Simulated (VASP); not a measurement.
PbSe (rock salt): the band gap from VASP (plane waves, PAW) at several levels of theory. Gaps are without spin-orbit coupling. Each level names its cell: its own relaxed one, PBE's, or the starting one. A gap is the smallest over the k-mesh and a band path; hybrids may have named points in place of the path, and GW has the mesh alone.

```csv
level,band gap (eV)
LDA (own cell),0.03
PBE (own cell),0.43
PBEsol (own cell),0.17
RPBE (own cell),0.63
AM05 (starting cell),0.27
PBE-D3(BJ) (own cell),0.31
PBE-D4 (own cell),0.31
optB88-vdW (own cell),0.44
rev-vdW-DF2 (own cell),0.34
revTPSS (own cell),0.38
SCAN (own cell),0.56
r2SCAN (own cell),0.67
r2SCAN+rVV10 (own cell),0.58
HSEsol (PBE cell),0.80
PBE0 (PBE cell),1.42
Hartree-Fock (PBE cell),5.30
```

The cell of the LDA (own cell) run:

```cif
data_PbSe
_chemical_formula_sum 'Pb1 Se1'
_space_group_name_H-M_alt 'P 1'
_space_group_IT_number 1
_cell_length_a 4.27291
_cell_length_b 4.27291
_cell_length_c 4.27291
_cell_angle_alpha 60.000
_cell_angle_beta 60.000
_cell_angle_gamma 60.000
loop_
_space_group_symop_operation_xyz
  'x, y, z'
loop_
_atom_site_label
_atom_site_type_symbol
_atom_site_fract_x
_atom_site_fract_y
_atom_site_fract_z
_atom_site_occupancy
Pb1 Pb 0.00000 0.00000 0.00000 1
Se1 Se 0.50000 0.50000 0.50000 1
```

Only levels that ran to the end are used. Left out are those held back, those with too coarse a band path, GW runs whose mesh misses a band edge, hybrids' fits of cells that aren't cubic and levels without matching references; a question may draw on a part of the rest.

The compound is PbSe in the rock salt structure.
